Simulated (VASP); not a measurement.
OSZICAR of a VASP run on ZnO (wurtzite):

**OSZICAR**
```
       N       E                     dE             d eps       ncg     rms          rms(c)
DAV:   1     0.297152065376E+03    0.29715E+03   -0.19023E+04  1056   0.240E+03
DAV:   2     0.175746366270E+02   -0.27958E+03   -0.27011E+03  1164   0.443E+02
DAV:   3    -0.113079024348E+02   -0.28883E+02   -0.28695E+02  1218   0.153E+02
DAV:   4    -0.118398977004E+02   -0.53200E+00   -0.53128E+00  1194   0.221E+01
DAV:   5    -0.118440303884E+02   -0.41327E-02   -0.41325E-02  1188   0.184E+00    0.148E+01
DAV:   6    -0.877590983664E+01    0.30681E+01   -0.10792E+01  1846   0.714E+01    0.933E+00
DAV:   7    -0.893205977346E+01   -0.15615E+00   -0.24577E+00  1106   0.187E+01    0.553E+00
DAV:   8    -0.895286425289E+01   -0.20804E-01   -0.77808E-01  1594   0.885E+00    0.178E+00
DAV:   9    -0.889243037677E+01    0.60434E-01   -0.17258E-01  1648   0.755E+00    0.362E-01
DAV:  10    -0.889551405257E+01   -0.30837E-02   -0.54717E-02  1086   0.175E+00    0.143E-01
DAV:  11    -0.889547790541E+01    0.36147E-04   -0.17404E-03  1532   0.657E-01    0.386E-02
DAV:  12    -0.889552095874E+01   -0.43053E-04   -0.19122E-04  1534   0.330E-01    0.265E-02
DAV:  13    -0.889552019658E+01    0.76216E-06   -0.33028E-05  1294   0.127E-01    0.110E-02
DAV:  14    -0.889552143589E+01   -0.12393E-05   -0.10829E-05  1140   0.330E-02    0.576E-03
DAV:  15    -0.889552088472E+01    0.55117E-06   -0.18303E-06   800   0.127E-02
   1 F= -.88955209E+01 E0= -.88955209E+01  d E =-.889552E+01
       N       E                     dE             d eps       ncg     rms          rms(c)
DAV:   1    -0.897947599235E+01   -0.83955E-01   -0.12989E+00  1230   0.227E+01    0.210E+00
DAV:   2    -0.890595982073E+01    0.73516E-01   -0.28557E-01  1344   0.113E+01    0.777E-01
DAV:   3    -0.889938470142E+01    0.65751E-02   -0.58093E-03  1398   0.230E+00    0.439E-01
DAV:   4    -0.889687796509E+01    0.25067E-02   -0.32683E-03  1612   0.907E-01    0.469E-02
DAV:   5    -0.889689412978E+01   -0.16165E-04   -0.66858E-04  1162   0.273E-01    0.159E-02
DAV:   6    -0.889689636771E+01   -0.22379E-05   -0.23274E-05  1308   0.129E-01    0.745E-03
DAV:   7    -0.889689881624E+01   -0.24485E-05   -0.62018E-06  1194   0.249E-02    0.242E-03
DAV:   8    -0.889689875504E+01    0.61196E-07   -0.65492E-07   534   0.844E-03
   2 F= -.88968988E+01 E0= -.88968988E+01  d E =-.137787E-02
       N       E                     dE             d eps       ncg     rms          rms(c)
DAV:   1    -0.890809238166E+01   -0.11194E-01   -0.16519E-01  1238   0.801E+00    0.758E-01
DAV:   2    -0.889856754699E+01    0.95248E-02   -0.38215E-02  1288   0.422E+00    0.273E-01
DAV:   3    -0.889775691848E+01    0.81063E-03   -0.75513E-04  1474   0.710E-01    0.153E-01
DAV:   4    -0.889744359892E+01    0.31332E-03   -0.45867E-04  1604   0.323E-01    0.193E-02
DAV:   5    -0.889744268333E+01    0.91559E-06   -0.84519E-05  1154   0.957E-02    0.550E-03
DAV:   6    -0.889744275514E+01   -0.71804E-07   -0.32026E-06   894   0.460E-02
   3 F= -.88974428E+01 E0= -.88974428E+01  d E =-.192187E-02
       N       E                     dE             d eps       ncg     rms          rms(c)
DAV:   1    -0.889789444227E+01   -0.45176E-03   -0.38736E-02  1056   0.161E+00    0.117E-01
DAV:   2    -0.889775394375E+01    0.14050E-03   -0.70815E-04  1234   0.403E-01    0.704E-02
DAV:   3    -0.889764950679E+01    0.10444E-03   -0.87039E-05  1504   0.158E-01    0.100E-02
DAV:   4    -0.889765028541E+01   -0.77861E-06   -0.22959E-05  1068   0.459E-02    0.435E-03
DAV:   5    -0.889765033395E+01   -0.48546E-07   -0.94952E-07   558   0.154E-02
   4 F= -.88976503E+01 E0= -.88976503E+01  d E =-.207579E-03
       N       E                     dE             d eps       ncg     rms          rms(c)
DAV:   1    -0.890023981402E+01   -0.25895E-02   -0.34839E-01  1056   0.482E+00    0.351E-01
DAV:   2    -0.889896578238E+01    0.12740E-02   -0.63562E-03  1234   0.120E+00    0.211E-01
DAV:   3    -0.889802829374E+01    0.93749E-03   -0.77759E-04  1518   0.471E-01    0.308E-02
DAV:   4    -0.889803433094E+01   -0.60372E-05   -0.20670E-04  1056   0.140E-01    0.129E-02
DAV:   5    -0.889803502796E+01   -0.69702E-06   -0.10242E-05  1224   0.396E-02    0.532E-03
DAV:   6    -0.889803500371E+01    0.24247E-07   -0.89409E-07   534   0.157E-02
   5 F= -.88980350E+01 E0= -.88980350E+01  d E =-.592249E-03
```

Problem. Which electronic solver shows in the log?

Solution. It is blocked Davidson (ALGO = Normal, or the opening steps of other solvers). The INCAR had ALGO = Normal.

Problem. Can the final energy be trusted as converged?

Solution. The calculation finished and met its thresholds. It stopped with EDIFF = 1E-6, NELM = 100, NSW = 60 and EDIFFG = -0.02 after 5 ionic steps (vdW-DF-cx, plane waves, VASP's PBE PAW potentials (set 64)).

The compound is ZnO in the wurtzite structure. This run relaxes it. Symmetry was kept, so distortions that lower it aren't found. The start is the result of an earlier pass.
